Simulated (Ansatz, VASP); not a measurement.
One calculation of Ga4AsN3, two programs

```
N Ga As
1.0
     4.90708    0.00000    0.00000
     0.00000    4.90708    0.00000
     0.00000    0.00000    4.90708
N Ga As
3 4 1
Direct
  0.50000 0.00000 0.00000
  0.00000 0.50000 0.00000
  0.00000 0.00000 0.50000
  0.22701 0.77299 0.77299
  0.77299 0.22701 0.77299
  0.77299 0.77299 0.22701
  0.22701 0.22701 0.22701
  0.50000 0.50000 0.50000
```

Alike in both runs: task single point; functional PBE; k mesh 4 × 4 × 4; occupations fermi-dirac, width 0.02 eV; no spin polarisation.

```csv
,VASP,Ansatz
version,VASP 6.6.1,Ansatz 0.2.0
potentials or method,"VASP PAW PBE potentials, release 64 (N, Ga_d, As)","plane waves, PAW"
plane-wave cutoff (eV),520,420
valence electrons in the cell,72,82
```

```tsv
	VASP	Ansatz	Ansatz less VASP
pressure (GPa)	-3.2	-3.5	-0.31
rms of the force components (eV/Å)	0.017	0.013	-0.0036
```

The functional is the same, so the differences come from potentials, cutoffs and numerics. The two sets of potentials don't hold the same shells in valence.
